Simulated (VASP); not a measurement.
Here is the system:

```yaml
crystal:
  lattice:
    - [3.54282, 0.00000, 0.00000]
    - [0.00000, 3.54282, 0.00000]
    - [0.00000, 0.00000, 3.54282]
  atoms:
    - { symbol: Fe, position: [0.00000, 0.00000, 0.00000], spin: 2.9 }
    - { symbol: Ni, position: [0.00000, 0.50000, 0.50000], spin: 0.6 }
    - { symbol: Ni, position: [0.50000, 0.00000, 0.50000], spin: 0.6 }
    - { symbol: Ni, position: [0.50000, 0.50000, 0.00000], spin: 0.6 }
```

Level of theory: PW91 GGA, VASP's PBE PAW potentials (set 64) (plane waves; VASP). Run with 520 eV cut-off, Gaussian smearing of 0.050 eV, potentials Fe Ni.

Task: Predict the cell moment, band gap (along the path) with the smallest direct gap where there is one.

Result: 
- band gap (along the path) = none (metal, semimetal or under 0.01 eV)
- cell moment = 4.61 μB

Total energies compare only between runs with the same potentials, cut-off and functional.

The compound is Ni3Fe in the L1_2 structure. It was relaxed first.
